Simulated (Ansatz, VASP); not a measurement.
# LiF (Griceite): VASP beside Ansatz, part 2 of 2

Wanted: the spread between two codes on one cell, functional and k mesh. The cell is taken from a series of runs on this material, whose earlier steps may have relaxed, scaled, displaced or heated it; both programs get it as it stands.

VASP 6.6.1 and Ansatz 0.2.0.

So far: Starting point; Ansatz: zone-centre phonons, PBE.

## (3) VASP: zone-centre phonons, PBE

Level of this step: PBE; plane waves and PAW (Li_sv, F) (VASP).

The same cell, functional and mesh now go to VASP, with its own data sets.

Lines of VASP's logs that name or quote its potential files are left out, and so is its time.

Contents of INCAR:

```
SYSTEM = LiF
PREC = Accurate
ENCUT = 750
EDIFF = 1E-08
NELM = 120
ISMEAR = 0
SIGMA = 0.01
LREAL = .FALSE.
ALGO = Normal
GGA = PE
NBANDS = 11
LORBIT = 11
LWAVE = .FALSE.
LCHARG = .FALSE.
ISIF = 2
IBRION = 8
LEPSILON = .TRUE.
LASPH = .TRUE.
GGA_COMPAT = .FALSE.
EFERMI = MIDGAP
KPAR = 2
```

Contents of POSCAR:

```
LiF
1.0
    0.0000000000      2.0734935933      2.0734935933
    2.0734935933      0.0000000000      2.0734935933
    2.0734935933      2.0734935933      0.0000000000
Li F
1 1
Direct
    0.0000000000      0.0000000000      0.0000000000
    0.5000000000      0.5000000000      0.5000000000
```

Contents of KPOINTS:

```
Automatic mesh
0
Gamma
12 12 12
0 0 0
```

Potentials, in the order of the species: Li_sv and F (PBE family, release 64).

Started as:

```console
$ mpirun -np 2 vasp_std
```

Numbers of over 12 decimals in the logs are rounded to 6 here.

Output:

```text
[banner, memory and clock lines left out]
running    2 mpi-ranks, on    1 nodes
 distrk:  each k-point on    1 cores,    2 groups
 distr:  one band on    1 cores,    1 groups

 POSCAR found type information on POSCAR LiF
 POSCAR found :  2 types and       2 ions
 LDA part: xc-table for (Slater+PW92), standard interpolation
 POSCAR, INCAR and KPOINTS ok, starting setup
 FFT: planning ... GRIDC
 FFT: planning ... GRID_SOFT
 FFT: planning ... GRID
 WAVECAR not read
 entering main loop
       N       E                     dE             d eps       ncg     rms          rms(c)
DAV:   1     0.454536320883E+02    0.45454E+02   -0.66347E+03  1600   0.119E+03
DAV:   2    -0.832629312048E+01   -0.53780E+02   -0.52281E+02  1831   0.227E+02
DAV:   3    -0.101223704023E+02   -0.17961E+01   -0.17898E+01  2033   0.378E+01
DAV:   4    -0.101479162849E+02   -0.25546E-01   -0.25540E-01  1934   0.486E+00
DAV:   5    -0.101482940417E+02   -0.37776E-03   -0.37774E-03  2088   0.431E-01    0.455E+00
DAV:   6    -0.962316726710E+01    0.52513E+00   -0.27485E+00  1800   0.107E+01    0.149E+00
DAV:   7    -0.962608394748E+01   -0.29167E-02   -0.19923E-02  2000   0.135E+00    0.894E-01
DAV:   8    -0.963250789766E+01   -0.64240E-02   -0.18244E-02  2073   0.157E+00    0.126E-01
DAV:   9    -0.963253676897E+01   -0.28871E-04   -0.10774E-03  1924   0.322E-01    0.480E-02
DAV:  10    -0.963266542994E+01   -0.12866E-03   -0.18708E-04  1766   0.113E-01    0.143E-02
DAV:  11    -0.963266456339E+01    0.86655E-06   -0.61158E-06  2234   0.264E-02    0.144E-03
DAV:  12    -0.963266470938E+01   -0.14600E-06   -0.68560E-07  1823   0.833E-03    0.109E-03
DAV:  13    -0.963266468908E+01    0.20306E-07   -0.65906E-08  1982   0.233E-03    0.303E-04
DAV:  14    -0.963266467664E+01    0.12438E-07   -0.39589E-09  1232   0.648E-04    0.659E-05
DAV:  15    -0.963266467071E+01    0.59265E-08   -0.16352E-09  1095   0.345E-04
   1 F= -.96326647E+01 E0= -.96326647E+01  d E =0.000000E+00
 Linear response reoptimize wavefunctions to high precision
DAV:   1    -0.963266466833E+01    0.23833E-08   -0.17223E-10  1173   0.123E-04
DAV:   2    -0.963266466835E+01   -0.16030E-10   -0.17332E-11  1086   0.362E-05
 Linear response G [H, r] |phi>, progress :
  Direction:   1
       N       E                     dE             d eps       ncg     rms
RMM:   1    -0.336926390908E+02   -0.33693E+02    0.17367E+02  2231   0.174E+02
RMM:   2    -0.340018309237E+02   -0.30919E+00   -0.98698E+00  3270   0.238E+01
RMM:   3    -0.341198255341E+02   -0.11799E+00   -0.53091E-01  3506   0.531E+00
RMM:   4    -0.341497844025E+02   -0.29959E-01   -0.81306E-02  3597   0.204E+00
RMM:   5    -0.341545329381E+02   -0.47485E-02   -0.10863E-02  3524   0.790E-01
RMM:   6    -0.341553062900E+02   -0.77335E-03   -0.18147E-03  3504   0.318E-01
RMM:   7    -0.341554392197E+02   -0.13293E-03   -0.30777E-04  3494   0.129E-01
RMM:   8    -0.341554659876E+02   -0.26768E-04   -0.51286E-05  3541   0.513E-02
RMM:   9    -0.341554715024E+02   -0.55149E-05   -0.14435E-04  3541   0.221E-02
RMM:  10    -0.341554727248E+02   -0.12223E-05   -0.76734E-04  3545   0.101E-02
RMM:  11    -0.341554736883E+02   -0.96351E-06    0.10718E-04  3571   0.514E-03
RMM:  12    -0.341554738290E+02   -0.14074E-06    0.76040E-05  3498   0.302E-03
RMM:  13    -0.341554740061E+02   -0.17711E-06    0.12479E-04  3417   0.207E-03
RMM:  14    -0.341554734525E+02    0.55364E-06    0.35601E-05  3150   0.164E-03
RMM:  15    -0.341554730926E+02    0.35992E-06    0.21479E-04  2834   0.142E-03
RMM:  16    -0.341554730977E+02   -0.50882E-08   -0.46654E-04  2643   0.131E-03
RMM:  17    -0.341554730356E+02    0.62080E-07    0.45437E-04  2531   0.127E-03
RMM:  18    -0.341554732560E+02   -0.22042E-06   -0.19949E-04  2390   0.124E-03
RMM:  19    -0.341554732827E+02   -0.26638E-07    0.98705E-05  2292   0.123E-03
 Linear response G [H, r] |phi>, progress :
  Direction:   2
       N       E                     dE             d eps       ncg     rms
RMM:   1    -0.365154869632E+02   -0.36515E+02    0.43308E+00  2275   0.134E+02
RMM:   2    -0.359367124595E+02    0.57877E+00   -0.66774E+00  3202   0.207E+01
RMM:   3    -0.359900887747E+02   -0.53376E-01   -0.34186E-01  3495   0.475E+00
RMM:   4    -0.360084520409E+02   -0.18363E-01   -0.53902E-02  3570   0.180E+00
RMM:   5    -0.360119925708E+02   -0.35405E-02   -0.86447E-03  3540   0.725E-01
RMM:   6    -0.360126848272E+02   -0.69226E-03   -0.17321E-03  3527   0.308E-01
RMM:   7    -0.360128299043E+02   -0.14508E-03   -0.34257E-04  3527   0.129E-01
RMM:   8    -0.360128621425E+02   -0.32238E-04   -0.65181E-05  3583   0.531E-02
RMM:   9    -0.360128695054E+02   -0.73629E-05   -0.81213E-05  3573   0.239E-02
RMM:  10    -0.360128714254E+02   -0.19200E-05   -0.86133E-04  3573   0.114E-02
RMM:  11    -0.360128716228E+02   -0.19742E-06   -0.20863E-04  3592   0.584E-03
RMM:  12    -0.360128718158E+02   -0.19298E-06   -0.77145E-04  3550   0.335E-03
[...]
RMM:   8    -0.614139413557E-01   -0.12669E-06   -0.14494E-07  3439   0.228E-03
RMM:   9    -0.614139635706E-01   -0.22215E-07   -0.27770E-06  3341   0.101E-03
RMM:  10    -0.614139684134E-01   -0.48429E-08   -0.21038E-06  3215   0.452E-04
RMM:  11    -0.614139693382E-01   -0.92473E-09   -0.22621E-06  2998   0.223E-04
RMM:  12    -0.614139692871E-01    0.51030E-10   -0.14958E-06  2645   0.117E-04
[...]
RMM:   8    -0.562382004359E-01    0.95588E-06   -0.10937E-06  8158   0.513E-03    0.147E-04
RMM:   9    -0.562355474020E-01    0.26530E-05   -0.12204E-06  7926   0.229E-03    0.598E-05
RMM:  10    -0.562358221196E-01   -0.27472E-06   -0.22762E-06  7985   0.991E-04    0.145E-05
RMM:  11    -0.562356568313E-01    0.16529E-06   -0.34914E-06  7546   0.446E-04    0.614E-06
 change of polarisation eV/A/(eV/A) component  1 :     0.102     0.016     0.006
 dielectric tensor                  component  1 :     2.032     0.159     0.060
 Linear response to external field, progress :
  Direction:   2
       N       E                     dE             d eps       ncg     rms          rms(c)
RMM:   1    -0.490449867626E-01   -0.49045E-01   -0.11927E-01  8004   0.184E+00
RMM:   2    -0.510241334534E-01   -0.19791E-02   -0.48646E-03  7270   0.487E-01    0.360E-01
RMM:   3    -0.515733439732E-01   -0.54921E-03   -0.17955E-03  7243   0.325E-01    0.218E-01
RMM:   4    -0.555507220136E-01   -0.39774E-02   -0.11634E-03  6873   0.334E-01    0.233E-02
RMM:   5    -0.562047015582E-01   -0.65398E-03   -0.18444E-04  7715   0.989E-02    0.700E-03
RMM:   6    -0.562091821071E-01   -0.44805E-05   -0.33945E-05  7862   0.318E-02    0.116E-03
RMM:   7    -0.562392761380E-01   -0.30094E-04   -0.60478E-06  7975   0.125E-02    0.274E-04
RMM:   8    -0.562381532543E-01    0.11229E-05   -0.10721E-06  8150   0.516E-03    0.146E-04
RMM:   9    -0.562355342437E-01    0.26190E-05   -0.25999E-06  7964   0.231E-03    0.618E-05
RMM:  10    -0.562357929958E-01   -0.25875E-06   -0.35176E-06  8023   0.101E-03    0.149E-05
RMM:  11    -0.562356066324E-01    0.18636E-06   -0.48809E-06  7663   0.462E-04    0.662E-06
 change of polarisation eV/A/(eV/A) component  2 :     0.011     0.102    -0.002
 dielectric tensor                  component  2 :     0.107     2.032    -0.021
 Linear response to external field, progress :
  Direction:   3
       N       E                     dE             d eps       ncg     rms          rms(c)
RMM:   1    -0.490448686104E-01   -0.49045E-01   -0.11927E-01  8005   0.184E+00
RMM:   2    -0.510240827476E-01   -0.19792E-02   -0.48631E-03  7268   0.487E-01    0.360E-01
RMM:   3    -0.515732650580E-01   -0.54918E-03   -0.17949E-03  7245   0.325E-01    0.218E-01
RMM:   4    -0.555505975677E-01   -0.39773E-02   -0.11630E-03  6870   0.334E-01    0.233E-02
RMM:   5    -0.562046799920E-01   -0.65408E-03   -0.18449E-04  7713   0.989E-02    0.700E-03
RMM:   6    -0.562091617476E-01   -0.44818E-05   -0.33906E-05  7866   0.318E-02    0.116E-03
RMM:   7    -0.562392427584E-01   -0.30081E-04   -0.60455E-06  7989   0.125E-02    0.274E-04
RMM:   8    -0.562381642336E-01    0.10785E-05   -0.11342E-06  8164   0.517E-03    0.147E-04
RMM:   9    -0.562355313374E-01    0.26329E-05   -0.10532E-06  7925   0.230E-03    0.610E-05
RMM:  10    -0.562357930196E-01   -0.26168E-06   -0.29719E-06  8002   0.101E-03    0.140E-05
RMM:  11    -0.562356183238E-01    0.17470E-06   -0.45661E-06  7577   0.461E-04    0.670E-06
 change of polarisation eV/A/(eV/A) component  3 :    -0.000     0.007     0.102
 dielectric tensor                  component  3 :    -0.001     0.074     2.032
 Linear response DOF=           2
 Linear response progress:
  Degree of freedom:   1/  2
       N       E                     dE             d eps       ncg     rms          rms(c)
RMM:   1    -0.168134018909E+00   -0.16813E+00    0.10142E+00  4569   0.151E+01
RMM:   2    -0.171590409890E+00   -0.34564E-02   -0.12211E-02  6204   0.872E-01    0.957E-02
RMM:   3    -0.171537066065E+00    0.53344E-04   -0.11287E-03  7205   0.269E-01    0.507E-02
RMM:   4    -0.171416427117E+00    0.12064E-03   -0.26454E-04  7310   0.123E-01    0.875E-03
RMM:   5    -0.171425206737E+00   -0.87796E-05   -0.80737E-05  7578   0.538E-02    0.164E-03
RMM:   6    -0.171473848553E+00   -0.48642E-04   -0.34070E-05  7716   0.267E-02    0.876E-04
RMM:   7    -0.171497259164E+00   -0.23411E-04   -0.43107E-05  7890   0.114E-02    0.264E-04
RMM:   8    -0.171502705037E+00   -0.54459E-05   -0.77551E-05  7853   0.649E-03    0.132E-04
RMM:   9    -0.171504025227E+00   -0.13202E-05   -0.67456E-05  8156   0.425E-03    0.550E-05
RMM:  10    -0.171503321907E+00    0.70332E-06   -0.48781E-05  8044   0.293E-03    0.168E-05
RMM:  11    -0.171503535456E+00   -0.21355E-06   -0.34967E-05  8349   0.209E-03    0.182E-05
RMM:  12    -0.171503494005E+00    0.41451E-07   -0.27592E-05  8461   0.156E-03    0.275E-05
RMM:  13    -0.171503316664E+00    0.17734E-06   -0.18647E-05  7986   0.116E-03    0.327E-05
RMM:  14    -0.171503500668E+00   -0.18400E-06   -0.13994E-05  7739   0.889E-04    0.299E-05
RMM:  15    -0.171503588007E+00   -0.87338E-07   -0.97500E-06  8317   0.678E-04    0.299E-05
 first order change of Fermi-energy   0.14269E-03
 force on displaced ion       1 direction 1 :  -0.865   0.000   0.000
 Born effective charge ion    1 direction 1 :   1.060   0.000   0.000
 Linear response progress:
  Degree of freedom:   2/  2
       N       E                     dE             d eps       ncg     rms          rms(c)
RMM:   1    -0.526440628167E+00   -0.52644E+00    0.57099E-01  6791   0.482E+00
RMM:   2    -0.521388853231E+00    0.50518E-02   -0.76642E-03  6553   0.764E-01    0.890E-02
RMM:   3    -0.523138991838E+00   -0.17501E-02   -0.85701E-04  6970   0.219E-01    0.494E-02
RMM:   4    -0.525387513928E+00   -0.22485E-02   -0.27106E-04  6735   0.126E-01    0.121E-02
RMM:   5    -0.525662333047E+00   -0.27482E-03   -0.32689E-05  7365   0.432E-02    0.331E-03
RMM:   6    -0.525508092896E+00    0.15424E-03   -0.57880E-06  7292   0.164E-02    0.782E-04
RMM:   7    -0.525505673996E+00    0.24189E-05   -0.94384E-07  7510   0.645E-03    0.867E-05
RMM:   8    -0.525505199309E+00    0.47469E-06   -0.17371E-07  7870   0.265E-03    0.440E-05
RMM:   9    -0.525503958837E+00    0.12405E-05   -0.38969E-08  7805   0.118E-03    0.175E-05
RMM:  10    -0.525503379704E+00    0.57913E-06    0.66360E-09  7871   0.553E-04    0.545E-06
RMM:  11    -0.525503530509E+00   -0.15080E-06    0.48356E-08  8160   0.298E-04    0.313E-06
RMM:  12    -0.525503467010E+00    0.63499E-07    0.32131E-08  8116   0.192E-04    0.101E-06
RMM:  13    -0.525503465257E+00    0.17529E-08   -0.22571E-09  8166   0.146E-04    0.438E-07
 first order change of Fermi-energy   0.15462E-02
 force on displaced ion       2 direction 1 :  -0.894   0.000   0.000
 Born effective charge ion    2 direction 1 :  -1.060   0.000   0.000
 Born effective charges drift removed
 Linear response finished
```

OUTCAR, selected parts (step 3):

```text
ion  position               nearest neighbor table
   1  0.000  0.000  0.000-   2 2.07   2 2.07   2 2.07   2 2.07   2 2.07   2 2.07
   2  0.500  0.500  0.500-   1 2.07   1 2.07   1 2.07   1 2.07   1 2.07   1 2.07

  LATTYP: Found a face centered cubic cell.
 ALAT       =     4.1469871866

 Subroutine GETGRP returns: Found 48 space group operations
 (whereof 48 operations were pure point group operations)

The static configuration has the point symmetry O_h .

 Found     72 irreducible k-points:

   k-points           NKPTS =     72   k-points in BZ     NKDIM =     72   number of bands    NBANDS=     11

   dimension x,y,z NGX =    28 NGY =   28 NGZ =   28
   dimension x,y,z NGXF=    56 NGYF=   56 NGZF=   56

   ENCUT  =  750.0 eV  55.12 Ry    7.42 a.u.   6.55  6.55  6.55*2*pi/ulx,y,z

   NELECT =      10.0000    total number of electrons

 k-points in reciprocal lattice and weights: Automatic mesh
   0.00000000  0.00000000  0.00000000       0.001
   0.08333333  0.00000000  0.00000000       0.005
   0.16666667  0.00000000  0.00000000       0.005
   0.25000000  0.00000000  0.00000000       0.005
   0.33333333  0.00000000  0.00000000       0.005
   0.41666667  0.00000000  0.00000000       0.005
   0.50000000  0.00000000  0.00000000       0.002
   0.08333333  0.08333333  0.00000000       0.003
   0.16666667  0.08333333  0.00000000       0.014
[...]
-0.33333333  0.50000000  0.16666667       0.007
  -0.25000000  0.50000000  0.25000000       0.003

 average (electrostatic) potential at core
       1 -61.6938       2 -77.2038

  Total       -0.4532410     -0.4532410     -0.4532410     -0.0000000      0.0000000      0.0000000
  in kB      -40.7288055    -40.7288055    -40.7288055     -0.0000000      0.0000000      0.0000000
  external PRESSURE =     -40.7288055 kB  Pullay stress =       0.0000000 kB

  energy-cutoff  :      750.00
  volume of cell :       17.83
      direct lattice vectors                 reciprocal lattice vectors
     0.000000000  2.073493593  2.073493593    -0.241138917  0.241138917  0.241138917
     2.073493593  0.000000000  2.073493593     0.241138917 -0.241138917  0.241138917
     2.073493593  2.073493593  0.000000000     0.241138917  0.241138917 -0.241138917

 POSITION                                       TOTAL-FORCE (eV/Angst)
 -----------------------------------------------------------------------------------
      0.00000      0.00000      0.00000         0.000000      0.000000      0.000000
      2.07349      2.07349      2.07349        -0.000000     -0.000000     -0.000000
 -----------------------------------------------------------------------------------
    total drift:                                0.000000      0.000000      0.000000

 MACROSCOPIC STATIC DIELECTRIC TENSOR (including local field effects in DFT)
 ------------------------------------------------------
           2.031618    -0.000000     0.000000
           0.000000     2.031618    -0.000000
           0.000000     0.000000     2.031618
 ------------------------------------------------------

 PIEZOELECTRIC TENSOR (including local field effects)  for field in x, y, z        (C/m^2)
          XX          YY          ZZ          XY          YZ          ZX
  --------------------------------------------------------------------------------
  x     0.00000     0.00000     0.00000     0.00000     0.00000     0.00000
  y     0.00000     0.00000     0.00000     0.00000     0.00000     0.00000
  z     0.00000     0.00000     0.00000     0.00000     0.00000     0.00000

 BORN EFFECTIVE CHARGES (including local field effects) (in |e|, cummulative output)
 ---------------------------------------------------------------------------------
 ion    1
    1     1.05978     0.00000     0.00000
    2     0.00000     1.05978     0.00000
    3     0.00000     0.00000     1.05978
 ion    2
    1    -1.05978     0.00000     0.00000
    2     0.00000    -1.05978     0.00000
    3     0.00000     0.00000    -1.05978

 Eigenvectors and eigenvalues of the dynamical matrix
 ----------------------------------------------------

   1 f  =    6.455012 THz    40.558034 2PiTHz  215.316010 cm-1    26.695771 meV
             X         Y         Z           dx          dy          dz
      0.000000  0.000000  0.000000    -0.850897    0.000000    0.000000
      2.073494  2.073494  2.073494     0.525332    0.000000    0.000000

   2 f  =    6.455012 THz    40.558034 2PiTHz  215.316010 cm-1    26.695771 meV
             X         Y         Z           dx          dy          dz
      0.000000  0.000000  0.000000     0.000000   -0.850897    0.000000
      2.073494  2.073494  2.073494     0.000000    0.525332    0.000000

   3 f  =    6.455012 THz    40.558034 2PiTHz  215.316010 cm-1    26.695771 meV
             X         Y         Z           dx          dy          dz
      0.000000  0.000000  0.000000     0.000000    0.000000    0.850897
      2.073494  2.073494  2.073494     0.000000    0.000000   -0.525332

   4 f/i=    0.046680 THz     0.293301 2PiTHz    1.557085 cm-1     0.193054 meV
             X         Y         Z           dx          dy          dz
      0.000000  0.000000  0.000000     0.000000    0.525332    0.000000
      2.073494  2.073494  2.073494     0.000000    0.850897    0.000000

   5 f/i=    0.046680 THz     0.293301 2PiTHz    1.557085 cm-1     0.193054 meV
             X         Y         Z           dx          dy          dz
      0.000000  0.000000  0.000000    -0.525332    0.000000    0.000000
      2.073494  2.073494  2.073494    -0.850897    0.000000    0.000000

   6 f/i=    0.046680 THz     0.293301 2PiTHz    1.557085 cm-1     0.193054 meV
             X         Y         Z           dx          dy          dz
      0.000000  0.000000  0.000000     0.000000    0.000000   -0.525332
      2.073494  2.073494  2.073494     0.000000    0.000000   -0.850897

 MACROSCOPIC STATIC DIELECTRIC TENSOR IONIC CONTRIBUTION
 ------------------------------------------------------
          12.958634     0.000000     0.000000
           0.000000    12.958634     0.000000
           0.000000     0.000000    12.958634
 ------------------------------------------------------

 ELASTIC MODULI CONTR FROM IONIC RELAXATION (kBar)
 Direction    XX          YY          ZZ          XY          YZ          ZX
 --------------------------------------------------------------------------------
 XX           0.0000      0.0000      0.0000      0.0000      0.0000      0.0000
 YY           0.0000      0.0000      0.0000      0.0000      0.0000      0.0000
 ZZ           0.0000      0.0000      0.0000      0.0000      0.0000      0.0000
 XY           0.0000      0.0000      0.0000      0.0000      0.0000      0.0000
 YZ           0.0000      0.0000      0.0000      0.0000      0.0000      0.0000
 ZX           0.0000      0.0000      0.0000      0.0000      0.0000      0.0000
 --------------------------------------------------------------------------------

 PIEZOELECTRIC TENSOR IONIC CONTR  for field in x, y, z        (C/m^2)
          XX          YY          ZZ          XY          YZ          ZX
  --------------------------------------------------------------------------------
  x     0.00000     0.00000     0.00000     0.00000     0.00000     0.00000
  y     0.00000     0.00000     0.00000     0.00000     0.00000     0.00000
  z     0.00000     0.00000     0.00000     0.00000     0.00000     0.00000
```

## (4) Differences

Known differences besides the potentials themselves: fixed occupations in Ansatz, narrow Gaussian smearing in VASP; the cutoff is 420 eV in Ansatz and 750 eV in VASP. Total energies have different zeros and are not compared.

The two programs side by side:

```
                                     quantity  Ansatz   VASP  difference
                                        ε∞ xx    2.03   2.03     -0.03 %
                                        ε∞ yy    2.03   2.03     -0.03 %
                                        ε∞ zz    2.03   2.03     -0.03 %
Born charge of Li1 (mean of the diagonal) (e)    1.06   1.06        0.00
 Born charge of F2 (mean of the diagonal) (e)   -1.06  -1.06        0.00
                   optical mode 1 to 3 (cm⁻¹)   215.3  215.3     -0.02 %
```

Modes are paired by rising frequency, not by their patterns, so a pair may set unlike modes beside each other; they are those without the splitting of longitudinal modes.

## (5) Summary of results

* r.m.s. difference of the optical zone-centre modes, each program's sorted by frequency (zone-centre phonons, PBE): 0.036 cm⁻¹

**Reading.** The r.m.s. difference of the optical zone-centre modes, each program's sorted by frequency is 0.036 cm⁻¹ (zone-centre phonons, PBE). How closely two codes agree says nothing of how well the functional describes the real material.

[Lines on the potential files, build, host, timing and source positions are cut from VASP's logs without a mark.]

[Logs are printed without paths, hosts, clocks, repeated set-up lines and the standing remarks that a program may print on its own settings, such as how far it seeks lower states.]

[Hosts, paths, dates, database ids (printed as entryN), source tags and the programs' standing remarks are cut or masked in the printed files.]
